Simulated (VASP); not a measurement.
Calculation: r2SCAN meta-GGA, VASP's PBE PAW potentials (set 64) (plane waves; VASP).

The input files of a VASP run:

**KPOINTS**
```
Automatic
0
Gamma
15 15 15
```

**INCAR**
```
! general
SYSTEM   =  Zn
PREC     =  Accurate
ENCUT    =  400
LREAL    =  .False.
LASPH    =  .True.

! electronic loop
EDIFF    =  1E-6
NELM     =  100
ALGO     =  Normal
LMAXMIX  =  4
LMIXTAU  =  .True.

! smearing
ISMEAR   =  1
SIGMA    =  0.1

! functional
METAGGA  =  R2SCAN

! ions
IBRION   =  2
NSW      =  60
ISIF     =  3
EDIFFG   =  -0.01

! output
LWAVE    =  .False.
LCHARG   =  .False.
```

**POSCAR**
```
Zn
1
   -0.0000000000     1.9287052041     1.9287052041
    1.9287052041     0.0000000000     1.9287052041
    1.9287052041     1.9287052041     0.0000000000
Zn
1
Direct
  0.0000000000   0.0000000000   0.0000000000
```

POTCAR, in this order: Zn (PBE.64 set). Program: vasp_std.

Output

**OSZICAR**
```
       N       E                     dE             d eps       ncg     rms          rms(c)
DAV:   1     0.217462278838E+02    0.21746E+02   -0.59814E+03  2428   0.164E+03
DAV:   2    -0.980772168299E+01   -0.31554E+02   -0.30417E+02  2444   0.189E+02
DAV:   3    -0.103742030079E+02   -0.56648E+00   -0.56609E+00  2690   0.295E+01
DAV:   4    -0.103752967107E+02   -0.10937E-02   -0.10937E-02  2550   0.126E+00
DAV:   5    -0.103752980024E+02   -0.12916E-05   -0.12921E-05  2582   0.402E-02    0.325E+00
DAV:   6    -0.865734484231E+01    0.17180E+01   -0.19212E+00  2782   0.321E+01    0.321E+00
DAV:   7    -0.884719162104E+01   -0.18985E+00   -0.32603E-01  2836   0.122E+01    0.171E+00
DAV:   8    -0.885583619639E+01   -0.86446E-02   -0.15640E-02  2508   0.165E+00    0.412E-01
DAV:   9    -0.886110577004E+01   -0.52696E-02   -0.12316E-02  2444   0.147E+00    0.832E-02
DAV:  10    -0.886196421326E+01   -0.85844E-03   -0.25525E-03  2862   0.966E-01    0.995E-02
DAV:  11    -0.886194767261E+01    0.16541E-04   -0.64706E-04  2436   0.307E-01    0.276E-02
DAV:  12    -0.886224452658E+01   -0.29685E-03   -0.19539E-04  2418   0.248E-01    0.680E-03
DAV:  13    -0.886225424586E+01   -0.97193E-05   -0.22929E-05  2456   0.623E-02    0.262E-03
DAV:  14    -0.886225526804E+01   -0.10222E-05   -0.77089E-07  1922   0.113E-02    0.184E-03
DAV:  15    -0.886225567552E+01   -0.40748E-06   -0.10875E-06  2426   0.141E-02
   1 F= -.88622557E+01 E0= -.88621405E+01  d E =-.886226E+01
       N       E                     dE             d eps       ncg     rms          rms(c)
DAV:   1    -0.887034421202E+01   -0.80889E-02   -0.99716E-02  2702   0.679E+00    0.636E-01
DAV:   2    -0.886311163484E+01    0.72326E-02   -0.34608E-02  2706   0.424E+00    0.203E-01
DAV:   3    -0.886259396714E+01    0.51767E-03   -0.55236E-04  2502   0.437E-01    0.119E-01
DAV:   4    -0.886215966117E+01    0.43431E-03   -0.72023E-04  2942   0.467E-01    0.162E-02
DAV:   5    -0.886248788939E+01   -0.32823E-03   -0.15260E-04  2560   0.218E-01    0.434E-03
DAV:   6    -0.886249358604E+01   -0.56967E-05   -0.89269E-06  2524   0.478E-02    0.348E-03
DAV:   7    -0.886248845785E+01    0.51282E-05   -0.43236E-06  2478   0.374E-02    0.117E-03
DAV:   8    -0.886249035424E+01   -0.18964E-05   -0.17740E-07  1220   0.759E-03    0.799E-04
DAV:   9    -0.886248996229E+01    0.39195E-06   -0.68274E-08  1202   0.337E-03
   2 F= -.88624900E+01 E0= -.88623500E+01  d E =-.234287E-03
```

OUTCAR:
```
------------------------ aborting loop because EDIFF is reached ----------------------------------------
  FORCE on cell =-STRESS in cart. coord.  units (eV):
  Direction    XX          YY          ZZ          XY          YZ          ZX
  --------------------------------------------------------------------------------------
  Total        0.0034925      0.0034925      0.0034925     -0.0000000      0.0000000     -0.0000000
  in kB        0.3925920      0.3925920      0.3925920     -0.0000000      0.0000000     -0.0000000
  external PRESSURE =       0.3925920 kB  Pullay stress =       0.0000000 kB
  volume of cell :       14.25
      direct lattice vectors                 reciprocal lattice vectors
     0.000000000  1.924393453  1.924393453    -0.259822127  0.259822127  0.259822127
     1.924393453 -0.000000000  1.924393453     0.259822127 -0.259822127  0.259822127
     1.924393453  1.924393453 -0.000000000     0.259822127  0.259822127 -0.259822127
 POSITION                                       TOTAL-FORCE (eV/Angst)
 -----------------------------------------------------------------------------------
      3.84879      1.92439      1.92439        -0.000000      0.000000     -0.000000
 -----------------------------------------------------------------------------------
    total drift:                                0.000000      0.000000      0.000000
  FREE ENERGIE OF THE ION-ELECTRON SYSTEM (eV)
  ---------------------------------------------------
  free  energy   TOTEN  =        -8.8624899623 eV

  energy  without entropy=       -8.8620701875  energy(sigma->0) =       -8.86235004

 reached required accuracy - stopping structural energy minimisation
```
(Selected blocks of OUTCAR.)

File CONTCAR:
```
Zn
   1.00000000000000
     0.0000000000000000    1.9243934528328117    1.9243934528328117
     1.9243934528328117   -0.0000000000000000    1.9243934528328117
     1.9243934528328117    1.9243934528328117   -0.0000000000000000
  Zn
     1
Direct
     0.0000000000000000    1.0000000000000000    1.0000000000000000
```

**OUTCAR**
```
 val. band max:        3.4471289068   @ k =   0.4667   0.0667   0.0000

 cond. band min:       3.4853047361   @ k =  -0.3333   0.4000   0.2000


 Fermi energy:         3.4547487962

 k-point     1 :       0.0000    0.0000    0.0000
  band No.  band energies     occupation
      1      -7.9529      2.00000
      2      -4.6987      2.00000
      3      -4.6987      2.00000
      4      -4.6987      2.00000
      5      -4.2658      2.00000
      6      -4.2658      2.00000
      7      23.5915      0.00000
      8      23.6817      0.00000
      9      23.6821      0.00000
     10      23.6821      0.00000

 k-point     2 :       0.0667    0.0000    0.0000
  band No.  band energies     occupation
      1      -7.8061      2.00000
      2      -4.7126      2.00000
      3      -4.6816      2.00000
      4      -4.6815      2.00000
      5      -4.2715      2.00000
      6      -4.2715      2.00000
      7      20.9063      0.00000
      8      23.1265      0.00000
      9      23.1268      0.00000
     10      23.5663      0.00000

 k-point     3 :       0.1333    0.0000    0.0000
  band No.  band energies     occupation
      1      -7.3751      2.00000
      2      -4.7407      2.00000
      3      -4.6402      2.00000
      4      -4.6402      2.00000
      5      -4.2777      2.00000
      6      -4.2777      2.00000
      7      17.3287      0.00000
      8      22.2503      0.00000
      9      22.2505      0.00000
     10      23.4140      0.00000

 k-point     4 :       0.2000    0.0000    0.0000
  band No.  band energies     occupation
      1      -6.7060      2.00000
      2      -4.7281      2.00000
      3      -4.6080      2.00000
      4      -4.6079      2.00000
      5      -4.2565      2.00000
      6      -4.2565      2.00000
      7      13.8795      0.00000
      8      21.5019      0.00000
      9      21.5022      0.00000
     10      23.1757      0.00000

 k-point     5 :       0.2667    0.0000    0.0000
...
```

The structure was generated: Zn was put into the fcc type (Fm-3m), which need not be its known phase. This run relaxes it. Symmetry was kept, so distortions that lower it aren't found. The start is the result of an earlier pass.
